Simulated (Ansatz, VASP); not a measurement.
# SrP2Pb2 in two plane-wave programs, part 2 of 2

One calculation is typed for both programs; each brings its own data sets and cutoff. How far apart do they land? The cell is invented: As first built, before any earlier steps moved the atoms (in the runner's words): it takes the EuCd2P2 structure with some of its atoms replaced by other elements, volume scaled by an estimate. It may not be a known or stable phase. The cell is taken from a series of VASP runs on this material, whose earlier steps may have relaxed, scaled or displaced it; both programs get it as it stands.

VASP 6.6.1 and Ansatz 0.2.0.

So far: The structure; VASP: relaxation of cell and atoms, PBE with D3(BJ).

## 3. Ansatz: relaxation of cell and atoms, PBE with D3(BJ)

Level of this step: Ansatz beside VASP: Kohn-Sham DFT, plane waves, PBE with D3(BJ) (Ansatz).

Ansatz runs on its default PAW (the set named soft_2) files.

The same cell, functional, mesh and smearing now go to Ansatz, which takes its cutoff from its data sets.

Input file input.yaml:

```yaml
crystal:
  lattice:
    - [4.1483518337, 0.0, 0.0]
    - [-2.0741759169, 3.5925784999, 0.0]
    - [0.0, 0.0, 9.5180030072]
  atoms:
    - { symbol: Pb, position: [0.66666667, 0.33333333, 0.3447112829] }
    - { symbol: Pb, position: [0.33333333, 0.66666667, 0.6552887171] }
    - { symbol: Sr, position: [0.0, 0.0, 0.0] }
    - { symbol: P, position: [0.66666667, 0.33333333, 0.805188536] }
    - { symbol: P, position: [0.33333333, 0.66666667, 0.194811464] }
hamiltonian:
  xc: pbe
  pseudopotentials: { kind: paw }
  dispersion: d3bj
kpoints:
  mp_grid: { grid: [6, 6, 3] }
scf:
  occupations: { method: fermi_dirac, width: 0.05 }
relax:
  f_tol: 0.01
  max_steps: 60
  cell: { stress_tol: 0.05 }
output:
  forces: true
  stress: true
  write_density: true
  write_potential: true
  elf: true
  volumetric_format: npy
```

Command:

```sh
ansatz run input.yaml --threads 4 --pin off --max-ram 9216MiB --backend cpu --events-out ev --progress --plain --runs-dir out
```

Numbers of over 12 decimals in the logs are rounded to 6 here.

The log of the run:

```text
Engine: ansatz 0.2.0, x86_64-unknown-linux-gnu
Pseudopotentials: kind: paw
Pseudopotential: Pb, paw, valence charge 14, recommended cutoff 420 eV (normal), Pb.paw.azcp
Pseudopotential: Sr, paw, valence charge 10, recommended cutoff 420 eV (normal), Sr.paw.azcp
Pseudopotential: P, paw, valence charge 5, recommended cutoff 420 eV (normal), P.paw.azcp
Functional definition: PBE
  parameter kappa = 0.804
  parameter beta = 0.066725
  exchange = pbe_x(kappa = kappa, mu = beta*pi^2/3)
  correlation = pbe_c(beta = beta)
Crystal: 5 atoms, lattice volume = 141.849 Å³
Basis set: ecut = 420 eV, 2689 PW (Γ), exchange–correlation on 60×60×128 points (8 copies of the dense FFT grid, shifted against one another)
Bands: 29, of which v1, the nominal top of the filled ones, is band 24 counted from 1 (23 counted from 0)
Symmetry: 12 space group operations
Space group: P-3m1 (ITA 164), of the structure as read, at distance tolerance 5.2e-5 Å
k-points: 17 of 108
Non-local potential: Pb, projectors of the file, l = 0: 2, l = 1: 2, l = 2: 2, l = 3: 2
Non-local potential: Sr, projectors of the file, l = 0: 3, l = 1: 2, l = 2: 2
Non-local potential: P, projectors of the file, l = 0: 2, l = 1: 2, l = 2: 2
PAW form: soft (Blöchl's): semilocal exchange-correlation on the pseudo side does not see the compensation charge
PAW one-centre angular grid: Pb, 590 points (default); XC on 64 Gauss nodes
PAW one-centre angular grid: Sr, 110 points (default); XC on 64 Gauss nodes
PAW one-centre angular grid: P, 110 points (default); XC on 64 Gauss nodes
Initial density: superposition of atomic densities (neutral atoms: chi_scale 0, normalization atom), corrected by the library's trained network
Initial wavefunctions: pseudopotential atomic-orbital guess
Functional: x = pbe(κ = 0.804, μ = 0.219515), c = pbe(β = 0.066725)
SCF iter   1: F=—  HF=-28872.645619 eV  |F-HF|=—  |Δ(HF+E_count)|=         —  Δρ=1.40e-3  dr2=3.94e-3  ethr=1.77e-3  ⟨swp⟩=11.4  Hψ=3158  notcnv=0
preconditioner: auto → Resta (q_TF=auto, 2.278 Å⁻¹)  ε∞=3.3  [insulator: Δε(μ)=0.143 eV  Ē_g=13.929 eV  σ=0.050 eV  W_gap=0.55  n_scr=36 (ndim 8)  ℏωp=21.1 eV  f_vac=0.009  D(μ)=0.21/eV (n_scr^D=0)  ε∞_Penn≈3.3]
SCF iter   2: F=—  HF=-28872.643746 eV  |F-HF|=—  |Δ(HF+E_count)|=   1.87e-3  Δρ=6.73e-4  dr2=1.48e-3  ethr=8.21e-6  ⟨swp⟩=3.2  Hψ=1148  notcnv=0
SCF iter   3: F=—  HF=-28872.644177 eV  |F-HF|=—  |Δ(HF+E_count)|=   4.31e-4  Δρ=3.78e-4  dr2=1.36e-3  ethr=3.09e-6  ⟨swp⟩=2.5  Hψ=845  notcnv=0
SCF iter   4: F=—  HF=-28872.644063 eV  |F-HF|=—  |Δ(HF+E_count)|=   1.14e-4  Δρ=1.56e-4  dr2=5.93e-5  ethr=2.83e-6  ⟨swp⟩=2.0  Hψ=563  notcnv=0
SCF iter   5: F=—  HF=-28872.644106 eV  |F-HF|=—  |Δ(HF+E_count)|=   4.30e-5  Δρ=3.60e-5  dr2=5.34e-6  ethr=1.24e-7  ⟨swp⟩=2.1  Hψ=654  notcnv=0
SCF iter   6: F=—  HF=-28872.644110 eV  |F-HF|=—  |Δ(HF+E_count)|=   3.64e-6  Δρ=1.27e-5  dr2=3.66e-7  ethr=1.11e-8  ⟨swp⟩=2.4  Hψ=668  notcnv=0
SCF iter   7: F=-28872.644110 eV  HF=-28872.644110 eV  |F-HF|=1.75e-8  |Δ(HF+E_count)|=   4.65e-7  Δρ=3.62e-6  dr2=6.66e-8  ethr=2.08e-10  ⟨swp⟩=11.8  Hψ=3847  notcnv=0
SCF 1 converged in 7 iterations: F = -28872.644110 eV  dr2 = 6.66e-8
  greatest PAW one-centre occupation: 0.987 electrons in one spin orbital (limit 2), on the Sr atom at site 2 (counted from 0), in its partial waves of l = 0
relax step   1: F+E_penalty+E_count = -28872.64411033 eV  Δ(F+E_penalty+E_count) = +0.000e0 eV  max|allowed force component| = 3.249e-2 eV/Å  Δτ_max = 0.0000 Å  P = -0.047 GPa  Ω = 141.849 Å³  (7 SCF iters, dr2 threshold 1.00e-7 eV, accepted)
[...]
relax step   2: F+E_penalty+E_count = -28872.64545286 eV  Δ(F+E_penalty+E_count) = -1.343e-3 eV  max|allowed force component| = 8.253e-2 eV/Å  Δτ_max = 0.0154 Å  P = -0.024 GPa  Ω = 141.402 Å³  energy of the carried Pulay correction = +4.273e-5 eV  (6 SCF iters, dr2 threshold 3.60e-7 eV, accepted)
[...]
relax step   3: F+E_penalty+E_count = -28872.64607577 eV  Δ(F+E_penalty+E_count) = -6.229e-4 eV  max|allowed force component| = 6.663e-2 eV/Å  Δτ_max = 0.0367 Å  P = +0.127 GPa  Ω = 142.173 Å³  energy of the carried Pulay correction = -3.082e-5 eV  (6 SCF iters, dr2 threshold 4.26e-7 eV, accepted)
[...]
relax step   4: F+E_penalty+E_count = -28872.64698478 eV  Δ(F+E_penalty+E_count) = -9.090e-4 eV  max|allowed force component| = 4.855e-3 eV/Å  Δτ_max = 0.0155 Å  P = +0.028 GPa  Ω = 141.911 Å³  energy of the carried Pulay correction = -5.840e-6 eV  (5 SCF iters, dr2 threshold 2.78e-7 eV, accepted)
[...]
relax step   5: F+E_penalty+E_count = -28872.64701027 eV  Δ(F+E_penalty+E_count) = -2.549e-5 eV  max|allowed force component| = 4.858e-3 eV/Å  Δτ_max = 0.0000 Å  P = +0.028 GPa  Ω = 141.911 Å³  stress off target by 3.33e-2 GPa  SCF on the basis re-selected at this cell (its energy is not comparable with the rows above)  (7 SCF iters)
basis re-selected at this cell: Δ(F+E_penalty+E_count) = -2.549e-5 eV, ΔP = +0.000 GPa vs the last step (what re-selecting the basis moved, of the pressure what is left beyond the Pulay correction that the steps carried, after the strain that the cell walked since its last selection, with what the two solves' SCF thresholds leave and, on support functions, any second-order correction that the steps lacked; it is no measure of the basis error at this ecutwfc). The dense FFT grid was sized anew with the basis: this SCF ran on 30×30×72 points, the steps before it on 30×30×64, so part of this shift can come from that change (see relax.cell in the input reference). [rest of the remark cut]
SCF converged after 7 iterations
Free energy (F): -28872.647010 eV
Harris-Foulkes:  -28872.647010 eV  (|F-HF|=2.18e-11)
Internal energy: -28872.645258 eV  (E = F + TS)
E sigma→0 (E₀):  -28872.646134 eV
Entropy (-TS):   -0.001752 eV (-0.350 meV/atom)
Fermi energy:    8.570993 eV
--- Per-component energies (eV) ---
  E_band       = -208.745435
  E_kinetic    = 964.277735
  E_local      = -3179.137857  (includes V_loc(G=0)·N_el)
  E_nonlocal   = 969.665014
  E_hartree    = 1155.885592
  E_xc         = -738.297929
  E_vxc        = -549.105283  (∫ρ·V_xc dr)
  E_paw        = -24645.204640  (= ΣΔE_a)
  E_vpaw       = -726.216312  (= ΣTr[D̂ρ^β])
  E_aug_tail   = 0.000106  (compensation charges beyond the density's cutoff)
  E_ewald      = -3398.114289
  E_disp       = -1.718989  (pairwise vdW)
  E_smearing   = -0.001752  (= −TS)
  E_closure    = 0.000000  (closes the sum)
  Σ components = -28872.647010   (vs F -28872.647010, Δ=0.00e0)
--- Forces (eV/Å), atoms counted from 1 ---
  atom   1  Pb     0.00000000    -0.00000000     0.00485810
  atom   2  Pb    -0.00000000     0.00000000    -0.00485810
  atom   3  Sr     0.00000000     0.00000000     0.00000000
  atom   4  P     -0.00000000     0.00000000     0.00407987
  atom   5  P      0.00000000    -0.00000000    -0.00407987
  max |Σ_I F_I| component: 5.78e-18 eV/Å
--- Stress (GPa, compression-positive) ---
        0.025485      -0.000000      -0.000000
       -0.000000       0.025485       0.000000
       -0.000000       0.000000       0.033254
  P = ⅓ Tr σ = 0.0281 GPa (0.281 kbar)
--- Band table (eV; the first three rows and the last of 17) ---
  k-point 0: bands = [... 20 lower, 6.9859, 7.5674, 7.5674, 8.5300, 8.7336, 10.6485, 10.6485, 10.9490, ... 1 higher]
  k-point 1: bands = [... 20 lower, 7.0174, 7.5139, 7.5139, 7.8477, 9.0623, 10.6584, 10.8406, 10.8406, ... 1 higher]
  k-point 2: bands = [... 20 lower, 6.5094, 6.7657, 7.1377, 7.7934, 9.5872, 10.3763, 10.8182, 11.1873, ... 1 higher]
  k-point 16: bands = [... 20 lower, 5.5676, 5.5676, 6.4872, 6.4872, 9.3179, 10.7398, 10.7398, 10.7611, ... 1 higher]
--- Relaxed structure (4 steps of the walk, 4 accepted, 1 SCFs on fresh bases) ---
  F+E_penalty+E_count = -28872.64701027 eV   max|allowed force component| = 4.858e-3 eV/Å   (the final SCF, on the basis selected at the relaxed cell)
  cell:  # Å, volume = 141.9107 Å³
    - [4.128725, 2.8730753693496896e-11, 0]
    - [-2.064362, 3.575580, 0]
    - [0, 0, 9.612864]
  atoms:
    - { symbol: Pb, position: [0.666667, 0.333333, 0.344105] }
    - { symbol: Pb, position: [0.333333, 0.666667, 0.655895] }
    - { symbol: Sr, position: [0, 0, 0] }
    - { symbol: P, position: [0.666667, 0.333333, 0.804880] }
    - { symbol: P, position: [0.333333, 0.666667, 0.195120] }
```

Wall time 5.8 s (4 threads of AMD EPYC 7R32 (Zen 2), shared host); peak memory 0.57 GiB; 21 s of CPU time.

## 4. Side by side

Known differences besides the potentials themselves: both relaxations stop at a tolerance, which leaves soft axes loose, and VASP keeps its plane-wave basis; the cutoff is 420 eV in Ansatz and 400 eV in VASP; VASP leaves aspherical gradient terms in its spheres out (LASPH is not set), Ansatz keeps them; Ansatz adds a Pulay correction to the stress that steers its cell, VASP none. Total energies have different zeros and are not compared.

Compared:

```csv
quantity,Ansatz,VASP,difference
volume (Å³),141.91,141.98,-0.05 %
"edge a after relaxation, in the typed setting (Å)",4.129,4.130,-0.03 %
"edge c after relaxation, in the typed setting (Å)",9.613,9.611,+0.02 %
```

The walks stopped with 0.03 GPa left in Ansatz and -0.01 GPa in VASP; each walk ends within a tolerance, so the volume difference is uncertain by about these residues over the bulk modulus, most in soft cells.

## 5. Summary of results

| Property | Result |
| --- | --- |
| difference in volume (relaxation of cell and atoms, PBE with D3(BJ)) | -0.047 % |

The difference in volume is -0.047 % (relaxation of cell and atoms, PBE with D3(BJ)), within the 1.2 % picked in this series as the mark of a large difference, as far as the stopping tolerances let one tell. Such differences can come from data sets, numerical settings and the points named under the comparisons, not from the functional's error against experiment.

[Lines on the potential files, build, host, timing and source positions are cut from VASP's logs without a mark.]

[Logs are printed without paths, hosts, clocks, repeated set-up lines and the standing remarks that a program may print on its own settings, such as how far it seeks lower states.]

[Hosts, paths, dates, database ids (printed as entryN), source tags and the programs' standing remarks are cut or masked in the printed files.]
